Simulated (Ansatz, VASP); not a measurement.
# SnO2 (Cassiterite) in two plane-wave programs, part 2 of 2

Aim: how closely do two programs agree when they are given the same cell, functional and k mesh? The cell is taken from a series of runs on this material, whose earlier steps may have relaxed, scaled, displaced or heated it; both programs get it as it stands.

VASP 6.6.1 and Ansatz 0.2.0.

So far. Step 2 (VASP: single point, LDA, pair 1): The run ends at a pressure of -0.12 GPa, with forces up to 0.019 eV/Å.

## Step 3: Ansatz: single point, LDA, pair 1

Level of this step: Ansatz beside VASP: Kohn-Sham DFT, plane waves, LDA (Ansatz).

Ansatz runs on its default PAW (the set named soft_2) files.

The same cell, functional (in two slightly different forms), mesh and smearing now go to Ansatz, which takes its cutoff from its data sets.

input.yaml

```yaml
crystal:
  lattice:
    - [4.738, 0.0, 0.0]
    - [0.0, 4.738, 0.0]
    - [0.0, 0.0, 3.1865]
  atoms:
    - { symbol: Sn, position: [0.0, 0.0, 0.0] }
    - { symbol: Sn, position: [0.5, 0.5, 0.5] }
    - { symbol: O, position: [0.3060852451, 0.3060852451, 0.0] }
    - { symbol: O, position: [0.1939147549, 0.8060852451, 0.5] }
    - { symbol: O, position: [0.6939147549, 0.6939147549, 0.0] }
    - { symbol: O, position: [0.8060852451, 0.1939147549, 0.5] }
kpoints:
  mp_grid: { grid: [6, 6, 8] }
hamiltonian:
  xc: lda
scf:
  occupations: { method: gaussian, width: 0.01 }
  n_extra_bands: 12
output:
  eigenvalues: true
  eigenstates:
    kpoints:
      - [0.0, 0.0, 0.0]
      - [0.006032609, 0.0, 0.0]
      - [0.0, 0.006032609, 0.0]
      - [0.0, 0.0, 0.004057178]
      - [0.004265699, 0.004265699, 0.0]
      - [0.004265699, -0.004265699, 0.0]
      - [0.004265699, 0.0, 0.002868858]
      - [0.004265699, 0.0, -0.002868858]
      - [0.0, 0.004265699, 0.002868858]
      - [0.0, 0.004265699, -0.002868858]
      - [0.003482928, 0.003482928, 0.002342413]
      - [0.003482928, 0.003482928, -0.002342413]
      - [0.003482928, -0.003482928, 0.002342413]
      - [-0.003482928, 0.003482928, 0.002342413]
      - [-0.006032609, 0.0, 0.0]
      - [0.0, -0.006032609, 0.0]
      - [0.0, 0.0, -0.004057178]
      - [-0.004265699, -0.004265699, 0.0]
      - [-0.004265699, 0.004265699, 0.0]
      - [-0.004265699, 0.0, -0.002868858]
      - [-0.004265699, 0.0, 0.002868858]
      - [0.0, -0.004265699, -0.002868858]
      - [0.0, -0.004265699, 0.002868858]
      - [-0.003482928, -0.003482928, -0.002342413]
      - [-0.003482928, -0.003482928, 0.002342413]
      - [-0.003482928, 0.003482928, -0.002342413]
      - [0.003482928, -0.003482928, -0.002342413]
      - [0.022622284, 0.0, 0.0]
      - [0.0, 0.022622284, 0.0]
      - [0.0, 0.0, 0.015214417]
      - [0.01599637, 0.01599637, 0.0]
      - [0.01599637, -0.01599637, 0.0]
      - [0.01599637, 0.0, 0.010758217]
      - [0.01599637, 0.0, -0.010758217]
      - [0.0, 0.01599637, 0.010758217]
      - [0.0, 0.01599637, -0.010758217]
      - [0.013060982, 0.013060982, 0.008784048]
      - [0.013060982, 0.013060982, -0.008784048]
      - [0.013060982, -0.013060982, 0.008784048]
      - [-0.013060982, 0.013060982, 0.008784048]
      - [-0.022622284, 0.0, 0.0]
      - [0.0, -0.022622284, 0.0]
      - [0.0, 0.0, -0.015214417]
      - [-0.01599637, -0.01599637, 0.0]
      - [-0.01599637, 0.01599637, 0.0]
      - [-0.01599637, 0.0, -0.010758217]
      - [-0.01599637, 0.0, 0.010758217]
      - [0.0, -0.01599637, -0.010758217]
      - [0.0, -0.01599637, 0.010758217]
      - [-0.013060982, -0.013060982, -0.008784048]
      - [-0.013060982, -0.013060982, 0.008784048]
      - [-0.013060982, 0.013060982, -0.008784048]
      - [0.013060982, -0.013060982, -0.008784048]
      - [0.0, 0.0, 0.0]
      - [0.006032609, 0.0, 0.0]
      - [0.0, 0.006032609, 0.0]
      - [0.0, 0.0, 0.004057178]
      - [0.004265699, 0.004265699, 0.0]
      - [0.004265699, -0.004265699, 0.0]
      - [0.004265699, 0.0, 0.002868858]
      - [0.004265699, 0.0, -0.002868858]
      - [0.0, 0.004265699, 0.002868858]
      - [0.0, 0.004265699, -0.002868858]
      - [0.003482928, 0.003482928, 0.002342413]
      - [0.003482928, 0.003482928, -0.002342413]
      - [0.003482928, -0.003482928, 0.002342413]
      - [-0.003482928, 0.003482928, 0.002342413]
      - [-0.006032609, 0.0, 0.0]
      - [0.0, -0.006032609, 0.0]
      - [0.0, 0.0, -0.004057178]
      - [-0.004265699, -0.004265699, 0.0]
      - [-0.004265699, 0.004265699, 0.0]
      - [-0.004265699, 0.0, -0.002868858]
      - [-0.004265699, 0.0, 0.002868858]
      - [0.0, -0.004265699, -0.002868858]
      - [0.0, -0.004265699, 0.002868858]
      - [-0.003482928, -0.003482928, -0.002342413]
      - [-0.003482928, -0.003482928, 0.002342413]
      - [-0.003482928, 0.003482928, -0.002342413]
      - [0.003482928, -0.003482928, -0.002342413]
      - [0.022622284, 0.0, 0.0]
      - [0.0, 0.022622284, 0.0]
      - [0.0, 0.0, 0.015214417]
      - [0.01599637, 0.01599637, 0.0]
      - [0.01599637, -0.01599637, 0.0]
      - [0.01599637, 0.0, 0.010758217]
      - [0.01599637, 0.0, -0.010758217]
      - [0.0, 0.01599637, 0.010758217]
      - [0.0, 0.01599637, -0.010758217]
      - [0.013060982, 0.013060982, 0.008784048]
      - [0.013060982, 0.013060982, -0.008784048]
      - [0.013060982, -0.013060982, 0.008784048]
      - [-0.013060982, 0.013060982, 0.008784048]
      - [-0.022622284, 0.0, 0.0]
      - [0.0, -0.022622284, 0.0]
      - [0.0, 0.0, -0.015214417]
      - [-0.01599637, -0.01599637, 0.0]
      - [-0.01599637, 0.01599637, 0.0]
      - [-0.01599637, 0.0, -0.010758217]
      - [-0.01599637, 0.0, 0.010758217]
      - [0.0, -0.01599637, -0.010758217]
      - [0.0, -0.01599637, 0.010758217]
      - [-0.013060982, -0.013060982, -0.008784048]
      - [-0.013060982, -0.013060982, 0.008784048]
      - [-0.013060982, 0.013060982, -0.008784048]
      - [0.013060982, -0.013060982, -0.008784048]
checkpoint:
  read: start.run
  write: ck
  compress: false
  write_wavefunctions: false
  write_every: 100000
```

Started as:

```sh
> ansatz run input.yaml --threads 4 --pin off --max-ram 9216MiB --backend cpu --events-out ev --progress --plain --runs-dir out
```

Numbers of over 12 decimals in the logs are rounded to 6 here.

What it wrote:

```text
scf.n_extra_bands = 12 over 26 filled bands (N_el = 52.0): the run solves 38 bands
Engine: ansatz 0.2.0, aarch64-unknown-linux-gnu
Pseudopotentials: kind: paw
Pseudopotential: Sn, paw, valence charge 14, recommended cutoff 420 eV (normal), Sn.paw.azcp
Pseudopotential: O, paw, valence charge 6, recommended cutoff 420 eV (normal), O.paw.azcp
Functional definition: SPW92
  exchange = slater_x
  correlation = pw_c
Crystal: 6 atoms, lattice volume = 71.533 Å³
Basis set: ecut = 420 eV, 1411 PW (Γ)
Bands: 38, of which v1, the nominal top of the filled ones, is band 26 counted from 1 (25 counted from 0)
Symmetry: 16 space group operations
Space group: P42/mnm (ITA 136), of the structure as read, at distance tolerance 4.2e-5 Å
k-points: 50 of 288
Non-local potential: Sn, projectors of the file, l = 0: 2, l = 1: 2, l = 2: 2, l = 3: 2
Non-local potential: O, projectors of the file, l = 0: 2, l = 1: 2, l = 2: 1
PAW form: soft (Blöchl's): semilocal exchange-correlation on the pseudo side does not see the compensation charge
PAW frozen core: Sn, regenerated for the run's functional, and the local potential with it (the file was generated under x = pbe(κ = 0.804, μ = 0.219515), c = pbe(β = 0.066725))
PAW frozen core: O, regenerated for the run's functional, and the local potential with it (the file was generated under x = pbe(κ = 0.804, μ = 0.219515), c = pbe(β = 0.066725))
PAW one-centre angular grid: Sn, 590 points (default); XC on 64 Gauss nodes
PAW one-centre angular grid: O, 110 points (default); XC on 64 Gauss nodes
Initial density: read from a saved state, or passed on in memory by an earlier SCF of this step, an earlier step, the calling program or the single point that the run made first
Initial wavefunctions: pseudopotential atomic-orbital guess
Functional: x = slater, c = lda
iter 1 solved again at ethr=1.53e-8 eV; its pass at ethr=3.10e-3 eV (dr2=7.93e-6 eV) is discarded
SCF iter   1: F=—  HF=-13980.361204 eV  |F-HF|=—  |Δ(HF+E_count)|=         —  Δρ=4.90e-7  dr2=1.84e-10  ethr=1.53e-8  ⟨swp⟩=3.8  Hψ=14535  notcnv=0
eigensolver tolerance schedule: the retry pair's looser diagonalisation over-reported the residual by 43094.26 of it (diagonalisation noise at 0.27 of the residual, at the tolerance the schedule requests for it); recorded, not acted on — ethr = c·dr2/N_el stays at c = 1.0e-1
preconditioner: auto → Resta (q_TF=auto, 2.587 Å⁻¹)  ε∞=3.1  [insulator: Δε(μ)=1.112 eV  Ē_g=21.880 eV  σ=0.010 eV  W_gap=1.00  n_scr=18 (ndim 8)  ℏωp=31.7 eV  f_vac=0.017  D(μ)=0.00/eV (n_scr^D=0)  ε∞_Penn≈3.1]
SCF iter   2: F=-13980.361204 eV  HF=-13980.361204 eV  |F-HF|=3.64e-12  |Δ(HF+E_count)|=   5.32e-8  Δρ=2.67e-7  dr2=4.65e-11  ethr=1.00e-12  ⟨swp⟩=5.1  Hψ=5568  notcnv=0
SCF 1 converged in 2 iterations: F = -13980.361204 eV  dr2 = 4.65e-11
  greatest PAW one-centre occupation: 0.998 electrons in one spin orbital (limit 2), on the Sn atom at site 0 (counted from 0), in its partial waves of l = 2
NSCF: frozen V_eff on 106 k-points
SCF converged after 2 iterations
Free energy (F): -13980.361204 eV
Harris-Foulkes:  -13980.361204 eV  (|F-HF|=3.64e-12)
Internal energy: -13980.361204 eV  (E = F + TS)
E sigma→0 (E₀):  -13980.361204 eV
Fermi energy:    9.719516 eV
--- Per-component energies (eV) ---
  E_band       = -131.504365
  E_kinetic    = 1080.971530
  E_local      = -2864.716372  (includes V_loc(G=0)·N_el)
  E_nonlocal   = 150.966027
  E_hartree    = 1480.092784
  E_xc         = -1041.916367
  E_vxc        = -564.318322  (∫ρ·V_xc dr)
  E_paw        = -8602.613330  (= ΣΔE_a)
  E_vpaw       = -894.603120  (= ΣTr[D̂ρ^β])
  E_aug_tail   = 0.010188  (compensation charges beyond the density's cutoff)
  E_ewald      = -4184.393145
  E_core_change = 1.237482  (= ΣΔE_core)
  E_smearing   = -0.000000  (= −TS)
  E_closure    = 0.000000  (closes the sum)
  Σ components = -13980.361204   (vs F -13980.361204, Δ=0.00e0)
--- Band table (eV; the first three rows and the last of 50) ---
  k-point 0: bands = [... 22 lower, 7.8988, 8.3612, 8.3612, 9.1634, 10.2756, 15.1035, 15.2598, 15.2598, ... 8 higher]
  k-point 1: bands = [... 22 lower, 7.3100, 8.3962, 8.3962, 9.0284, 11.2440, 15.4217, 15.9163, 15.9163, ... 8 higher]
  k-point 2: bands = [... 22 lower, 6.6107, 8.2964, 8.2964, 8.6465, 12.8363, 15.8844, 17.3494, 17.3494, ... 8 higher]
  k-point 49: bands = [... 22 lower, 8.1789, 8.1789, 8.3162, 8.3162, 13.8125, 13.8125, 17.7966, 17.7966, ... 8 higher]
```

## Step 4: Comparison

Known differences besides the potentials themselves: the cutoff is 420 eV in Ansatz and 520 eV in VASP; VASP's log shows a relativistic correction to its local exchange, Ansatz's none. Total energies have different zeros and are not compared.

Compared:

| quantity | Ansatz | VASP | difference |
| --- | --- | --- | --- |
| gap on the k mesh (eV) | 1.112 | 1.149 | -0.036 |

A gap on the mesh is an upper bound, since the band edges may lie between its points.

## Step 5: Ansatz: single point, LDA, pair 2

With cell and atoms fixed, the geometry can't cause a difference; cores, projectors, grids and the points listed under the comparison can.

The cell is taken from a series of runs on this material, whose earlier steps may have relaxed, scaled, displaced or heated it; both programs get it as it stands.

input.yaml, the sections that differ from step 3:

```yaml
kpoints:
  mp_grid: { grid: [6, 6, 8] }
  band_path:
    path:
      - [[0.0, 0.0, 0.0], [0.0, 0.5, 0.0], [0.5, 0.5, 0.0], [0.0, 0.0, 0.0], [0.0, 0.0, 0.5], [0.0, 0.5, 0.5], [0.5, 0.5, 0.5], [0.0, 0.0, 0.5]]
      - [[0.0, 0.5, 0.0], [0.0, 0.5, 0.5]]
      - [[0.5, 0.5, 0.0], [0.5, 0.5, 0.5]]
    npoints: 8
output:
  eigenvalues: true
  boltztrap: { nscf_kmesh: [10, 10, 16] }
# crystal, hamiltonian, scf, checkpoint: as in step 3
```

What it wrote:

```text
[...]
Crystal: 6 atoms, lattice volume = 71.533 Å³
Basis set: ecut = 420 eV, 1411 PW (Γ)
Bands: 38, of which v1, the nominal top of the filled ones, is band 26 counted from 1 (25 counted from 0)
Symmetry: 16 space group operations
[...]
k-points: 50 of 288
[...]
--- Band table (eV; the first three rows and the last of 50) ---
  k-point 0: bands = [... 22 lower, 7.8988, 8.3612, 8.3612, 9.1634, 10.2756, 15.1035, 15.2598, 15.2598, ... 8 higher]
  k-point 1: bands = [... 22 lower, 7.3100, 8.3962, 8.3962, 9.0284, 11.2440, 15.4217, 15.9163, 15.9163, ... 8 higher]
  k-point 2: bands = [... 22 lower, 6.6107, 8.2964, 8.2964, 8.6465, 12.8363, 15.8844, 17.3494, 17.3494, ... 8 higher]
  k-point 49: bands = [... 22 lower, 8.1789, 8.1789, 8.3162, 8.3162, 13.8125, 13.8125, 17.7966, 17.7966, ... 8 higher]
[key lines of the parts left out:]
SCF converged after 2 iterations
Free energy (F): -13980.361204 eV
Fermi energy:    9.719516 eV
```

## Step 6: VASP: single point, LDA, pair 2

The same cell, functional (in two slightly different forms), mesh and smearing now go to VASP, with its own data sets.

INCAR

```
SYSTEM = SnO2
PREC = Accurate
ENCUT = 520
EDIFF = 1E-06
NELM = 120
ISMEAR = 0
SIGMA = 0.01
LREAL = .FALSE.
ALGO = Normal
GGA = PW92
NBANDS = 32
LORBIT = 11
LWAVE = .FALSE.
LCHARG = .FALSE.
ISIF = 2
LASPH = .TRUE.
GGA_COMPAT = .FALSE.
EFERMI = MIDGAP
KPAR = 2
```

POSCAR

```
SnO2
1.0
    4.7380000000      0.0000000000      0.0000000000
    0.0000000000      4.7380000000      0.0000000000
    0.0000000000      0.0000000000      3.1865000000
Sn O
2 4
Direct
    0.0000000000      0.0000000000      0.0000000000
    0.5000000000      0.5000000000      0.5000000000
    0.3060852451      0.3060852451      0.0000000000
    0.1939147549      0.8060852451      0.5000000000
    0.6939147549      0.6939147549      0.0000000000
    0.8060852451      0.1939147549      0.5000000000
```

KPOINTS

```
Automatic mesh
0
Gamma
6 6 8
0 0 0
```

Potentials, in the order of the species: Sn_d and O (LDA family, release 64).

Started as:

```sh
> mpirun -np 2 vasp_std
```

What it wrote:

```text
[banner, memory and clock lines left out]
running    2 mpi-ranks, on    1 nodes
[...]
[... a notice as in an earlier step ...]

 LDA part: xc-table for (Slater(with rela. corr.)+PW92), standard interpolation
 POSCAR, INCAR and KPOINTS ok, starting setup
[...]
entering main loop
       N       E                     dE             d eps       ncg     rms          rms(c)
[... 14 cycles as in an earlier step ...]
   1 F= -.42313677E+02 E0= -.42313677E+02  d E =0.000000E+00
```

Parts of OUTCAR (step 6):

```text
[... 6 parts as in an earlier step ...]

[... 1 further part left out ...]
[key lines of the parts left out:]
E-fermi :   6.4421
```

The run ends at a pressure of -0.12 GPa, with forces up to 0.019 eV/Å.

## Step 7: Side by side

The two programs side by side:

| quantity | Ansatz | VASP | difference |
| --- | --- | --- | --- |
| gap on the k mesh (eV) | 1.112 | 1.149 | -0.036 |

A gap on the mesh is an upper bound, since the band edges may lie between its points.

## Step 8: What came out

```
difference in gap on the k mesh (single point, LDA, pair 1) : -0.036 eV
difference in gap on the k mesh (single point, LDA, pair 2) : -0.036 eV
```

What this shows: The difference in gap on the k mesh is -0.036 eV (single point, LDA, pair 1), within the 0.08 eV picked in this series as the mark of a large difference. How closely two codes agree says nothing of how well the functional describes the real material.

[Lines on the potential files, build, host, timing and source positions are cut from VASP's logs without a mark.]

[Logs are printed without paths, hosts, clocks, repeated set-up lines and the standing remarks that a program may print on its own settings, such as how far it seeks lower states.]

[Hosts, paths, dates, database ids (printed as entryN), source tags and the programs' standing remarks are cut or masked in the printed files.]
